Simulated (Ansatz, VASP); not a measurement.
**PdPtSe4: VASP beside Ansatz**

Contents of INCAR:

```
PREC = Accurate
ENCUT = 520
EDIFF = 1E-7
ISMEAR = 0
SIGMA = 0.1
LREAL = False
LASPH = True
NELM = 100
ALGO = Normal
ISIF = 2
LWAVE = False
LCHARG = True
GGA = PE
LELF = True
LVHAR = True
NBANDS = 31
```

File KPOINTS:

```
Automatic mesh
0
Gamma
  6 6 2
```

POSCAR

```
PdPtSe4
1.0
    3.7932063000      0.0000000000      0.0000000000
   -1.8966031000      3.2850130000      0.0000000000
    0.0000000000      0.0000000000     10.3054044000
Pd Pt Se
1 1 4
Direct
    0.0000000000      0.0000000000      0.5000000000
    0.0000000000      0.0000000000      0.0000000000
    0.3333333000      0.6666667000      0.1251770000
    0.3333333000      0.6666667000      0.6246970000
    0.6666667000      0.3333333000      0.3753030000
    0.6666667000      0.3333333000      0.8748230000
```

Input for Ansatz:

```yaml
crystal:
  lattice:
    - [3.7932063, 0.0, 0.0]
    - [-1.8966031, 3.285013, 0.0]
    - [0.0, 0.0, 10.3054044]
  atoms:
    - { symbol: Pd, position: [0.0, 0.0, 0.5] }
    - { symbol: Pt, position: [0.0, 0.0, 0.0] }
    - { symbol: Se, position: [0.3333333, 0.6666667, 0.125177] }
    - { symbol: Se, position: [0.3333333, 0.6666667, 0.624697] }
    - { symbol: Se, position: [0.6666667, 0.3333333, 0.375303] }
    - { symbol: Se, position: [0.6666667, 0.3333333, 0.874823] }
basis:
  ecutwfc: 420
kpoints:
  mp_grid: { grid: [6, 6, 2] }
hamiltonian:
  xc: pbe
scf:
  occupations: { method: gaussian, width: 0.1 }
  lower_state_search: "off"
output:
  forces: true
  stress: true
  eigenvalues: true
```

Alike in both runs: task single point; functional PBE; k mesh 6 × 6 × 2; occupations gaussian, width 0.1 eV; no spin polarisation.

|  | VASP | Ansatz |
| --- | --- | --- |
| version | VASP 6.6.1 | Ansatz 0.2.0 |
| potentials or method | VASP PAW PBE potentials, release 64 (Pd, Pt, Se) | scalar-relativistic, plane waves, PAW |
| plane-wave cutoff (eV) | 520 | 420 |
| valence electrons in the cell | 44 | 100 |

```csv
,VASP,Ansatz,Ansatz less VASP
gap on the k mesh at the Fermi level (eV),none,none,-
pressure (GPa),0.0,0.0,+0.02
largest component of the traceless stress (GPa),0.05,0.06,+0.014
rms of the force components (eV/Å),0.032,0.029,-0.0029
```

Atom by atom the forces differ by 0.003 eV/Å (rms over components). A gap of «none» marks a metal or a gap that the smearing closes. The functional is the same, so the differences come from potentials, cutoffs and numerics. The two sets of potentials don't hold the same shells in valence.

Spin-orbit coupling is left out, which matters for the levels of Pt.
